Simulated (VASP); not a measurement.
Method: PBE GGA, VASP's PBE PAW potentials (set 64) (plane waves; VASP 6.6.1).

Input for VASP

**INCAR**
```
SYSTEM=NaF
PREC=Accurate; ENCUT=520; LREAL=.FALSE.
LASPH=.TRUE.
EDIFF=1E-6; NELM=100; ALGO=Normal
ISMEAR=0; SIGMA=0.05
GGA=PE
IBRION=2; NSW=60; ISIF=3
EDIFFG=-0.01
LWAVE=.FALSE.; LCHARG=.FALSE.
```

### KPOINTS
```
Automatic mesh
0
Gamma
9 9 9
0 0 0
```

### POSCAR
```
NaF
1.0
  0.0000000000   2.3150000000   2.3150000000
  2.3150000000   0.0000000000   2.3150000000
  2.3150000000   2.3150000000   0.0000000000
Na F
1 1
Cartesian
  0.0000000000   0.0000000000   0.0000000000
  2.3150000000   2.3150000000   2.3150000000
```

POTCAR, in this order: Na_pv F (PBE.64 set). Program: vasp_std.

The run wrote:

**OUTCAR**
```
 ion  position               nearest neighbor table
   1  0.000  0.000  0.000-   2 2.31   2 2.31   2 2.31   2 2.31   2 2.31   2 2.31
   2  0.500  0.500  0.500-   1 2.31   1 2.31   1 2.31   1 2.31   1 2.31   1 2.31
  LATTYP: Found a face centered cubic cell.
 ALAT       =     4.6300000000
 Subroutine PRICEL returns:
 Original cell was already a primitive cell.
 Subroutine GETGRP returns: Found 48 space group operations
The static configuration has the point symmetry O_h .
The dynamic configuration has the point symmetry O_h .
 Subroutine INISYM returns: Found 48 space group operations
 Subroutine IBZKPT returns following result:
 Found     35 irreducible k-points:

 Following reciprocal coordinates:
            Coordinates               Weight
  0.000000  0.000000  0.000000      1.000000
  0.111111  0.000000  0.000000      8.000000
  0.222222  0.000000  0.000000      8.000000
  0.333333  0.000000  0.000000      8.000000
  0.444444  0.000000  0.000000      8.000000
  0.111111  0.111111  0.000000      6.000000
  0.222222  0.111111  0.000000     24.000000
  0.333333  0.111111  0.000000     24.000000
  0.444444  0.111111  0.000000     24.000000
...
```

### OSZICAR
```
       N       E                     dE             d eps       ncg     rms          rms(c)
DAV:   1     0.108254703015E+03    0.10825E+03   -0.82805E+03   778   0.151E+03
DAV:   2    -0.330625672342E+01   -0.11156E+03   -0.10349E+03   812   0.361E+02
DAV:   3    -0.939161924560E+01   -0.60854E+01   -0.60621E+01   887   0.884E+01
DAV:   4    -0.945504447942E+01   -0.63425E-01   -0.63414E-01   839   0.933E+00
DAV:   5    -0.945570164475E+01   -0.65717E-03   -0.65716E-03   878   0.994E-01    0.542E+00
DAV:   6    -0.856836948697E+01    0.88733E+00   -0.38387E+00   934   0.188E+01    0.183E+00
DAV:   7    -0.855838676984E+01    0.99827E-02   -0.32202E-02   779   0.259E+00    0.104E+00
DAV:   8    -0.855975991100E+01   -0.13731E-02   -0.27942E-02   779   0.421E+00    0.120E-01
DAV:   9    -0.856061292230E+01   -0.85301E-03   -0.40728E-03   869   0.707E-01    0.888E-02
DAV:  10    -0.856051594915E+01    0.96973E-04   -0.59025E-04   818   0.363E-01    0.118E-02
DAV:  11    -0.856051392819E+01    0.20210E-05   -0.16904E-05   854   0.745E-02    0.332E-03
DAV:  12    -0.856051416085E+01   -0.23266E-06   -0.13315E-06   794   0.176E-02
   1 F= -.85605142E+01 E0= -.85605142E+01  d E =-.856051E+01
       N       E                     dE             d eps       ncg     rms          rms(c)
DAV:   1    -0.864033976136E+01   -0.79826E-01   -0.14668E+00   902   0.209E+01    0.214E+00
DAV:   2    -0.857272901573E+01    0.67611E-01   -0.27746E-01   926   0.583E+00    0.577E-01
DAV:   3    -0.856813774146E+01    0.45913E-02   -0.97641E-03   875   0.241E+00    0.295E-01
DAV:   4    -0.856621700694E+01    0.19207E-02   -0.15473E-03   878   0.146E+00    0.454E-02
DAV:   5    -0.856613153824E+01    0.85469E-04   -0.21915E-04   888   0.254E-01    0.119E-02
DAV:   6    -0.856611488427E+01    0.16654E-04   -0.31312E-05   887   0.112E-01    0.559E-03
DAV:   7    -0.856611453098E+01    0.35330E-06   -0.14884E-06   433   0.179E-02
   2 F= -.85661145E+01 E0= -.85661145E+01  d E =-.560037E-02
       N       E                     dE             d eps       ncg     rms          rms(c)
DAV:   1    -0.858314783877E+01   -0.17033E-01   -0.31480E-01   905   0.962E+00    0.997E-01
DAV:   2    -0.856851646597E+01    0.14631E-01   -0.60835E-02   926   0.272E+00    0.268E-01
DAV:   3    -0.856753638090E+01    0.98009E-03   -0.22380E-03   872   0.115E+00    0.138E-01
DAV:   4    -0.856711616354E+01    0.42022E-03   -0.34382E-04   872   0.685E-01    0.219E-02
DAV:   5    -0.856709578536E+01    0.20378E-04   -0.48846E-05   950   0.119E-01    0.559E-03
DAV:   6    -0.856709185430E+01    0.39311E-05   -0.67179E-06   812   0.527E-02    0.259E-03
DAV:   7    -0.856709179392E+01    0.60375E-07   -0.32139E-07   403   0.838E-03
   3 F= -.85670918E+01 E0= -.85670918E+01  d E =-.657763E-02
       N       E                     dE             d eps       ncg     rms          rms(c)
DAV:   1    -0.857032017891E+01   -0.32283E-02   -0.60854E-02   905   0.421E+00    0.440E-01
DAV:   2    -0.856747991282E+01    0.28403E-02   -0.11919E-02   926   0.120E+00    0.118E-01
DAV:   3    -0.856729376418E+01    0.18615E-03   -0.44126E-04   872   0.514E-01    0.612E-02
DAV:   4    -0.856721017225E+01    0.83592E-04   -0.67488E-05   880   0.303E-01    0.977E-03
DAV:   5    -0.856720550881E+01    0.46634E-05   -0.94961E-06   906   0.526E-02    0.248E-03
DAV:   6    -0.856720461420E+01    0.89461E-06   -0.12318E-06   456   0.234E-02
   4 F= -.85672046E+01 E0= -.85672046E+01  d E =-.669045E-02
```

**OUTCAR**
```
------------------------ aborting loop because EDIFF is reached ----------------------------------------
  FORCE on cell =-STRESS in cart. coord.  units (eV):
  Direction    XX          YY          ZZ          XY          YZ          ZX
  --------------------------------------------------------------------------------------
  Total       -0.0022030     -0.0022030     -0.0022030      0.0000000     -0.0000000     -0.0000000
  in kB       -0.1366758     -0.1366758     -0.1366758      0.0000000     -0.0000000     -0.0000000
  external PRESSURE =      -0.1366758 kB  Pullay stress =       0.0000000 kB
  volume of cell :       25.83
      direct lattice vectors                 reciprocal lattice vectors
     0.000000000  2.346049062  2.346049062    -0.213124273  0.213124273  0.213124273
     2.346049062  0.000000000  2.346049062     0.213124273 -0.213124273  0.213124273
     2.346049062  2.346049062  0.000000000     0.213124273  0.213124273 -0.213124273
  FREE ENERGIE OF THE ION-ELECTRON SYSTEM (eV)
  ---------------------------------------------------
  free  energy   TOTEN  =        -8.5672046142 eV

  energy  without entropy=       -8.5672046142  energy(sigma->0) =       -8.56720461

 reached required accuracy - stopping structural energy minimisation
```
(Selected blocks of OUTCAR.)

**CONTCAR**
```
NaF
   1.00000000000000
     0.0000000000000000    2.3460490615004024    2.3460490615004024
     2.3460490615004024    0.0000000000000000    2.3460490615004024
     2.3460490615004024    2.3460490615004024    0.0000000000000000
  Na              F
     1     1
Direct
     1.0000000000000000    1.0000000000000000    0.0000000000000000
     0.5000000000000000    0.5000000000000000    0.5000000000000000
```

### OUTCAR
```
 val. band max:       -2.2420596577   @ k =   0.0000   0.0000   0.0000

 cond. band min:       3.8601139991   @ k =   0.0000   0.0000   0.0000


 Fermi energy:        -1.9289833830

 k-point     1 :       0.0000    0.0000    0.0000
  band No.  band energies     occupation
      1     -21.3532      2.00000
      2     -21.3022      2.00000
      3     -21.3022      2.00000
      4     -21.3022      2.00000
      5      -2.2421      2.00000
      6      -2.2421      2.00000
      7      -2.2421      2.00000
      8       3.8601      0.00000
      9      16.4661      0.00000
     10      16.4661      0.00000
     11      16.4662      0.00000

 k-point     2 :       0.1111    0.0000    0.0000
  band No.  band energies     occupation
      1     -21.5785      2.00000
      2     -21.3036      2.00000
      3     -21.3035      2.00000
      4     -21.0630      2.00000
      5      -2.4694      2.00000
      6      -2.2703      2.00000
      7      -2.2703      2.00000
      8       4.2861      0.00000
      9      15.0020      0.00000
     10      16.6441      0.00000
     11      16.6441      0.00000

 k-point     3 :       0.2222    0.0000    0.0000
  band No.  band energies     occupation
      1     -21.7859      2.00000
      2     -21.3068      2.00000
      3     -21.3068      2.00000
      4     -20.8183      2.00000
      5      -2.9652      2.00000
      6      -2.3410      2.00000
      7      -2.3410      2.00000
      8       5.3580      0.00000
      9      13.0953      0.00000
     10      17.0606      0.00000
     11      17.0606      0.00000

 k-point     4 :       0.3333    0.0000    0.0000
  band No.  band energies     occupation
      1     -21.9337      2.00000
      2     -21.3106      2.00000
      3     -21.3105      2.00000
      4     -20.6275      2.00000
      5      -3.4393      2.00000
      6      -2.4200      2.00000
      7      -2.4200      2.00000
      8       6.7212      0.00000
      9      11.4867      0.00000
...
```

Energy and stress use the plane-wave basis of the starting cell.

The compound is NaF in the rock salt structure. This run relaxes it. Symmetry was kept, so distortions that lower it aren't found.
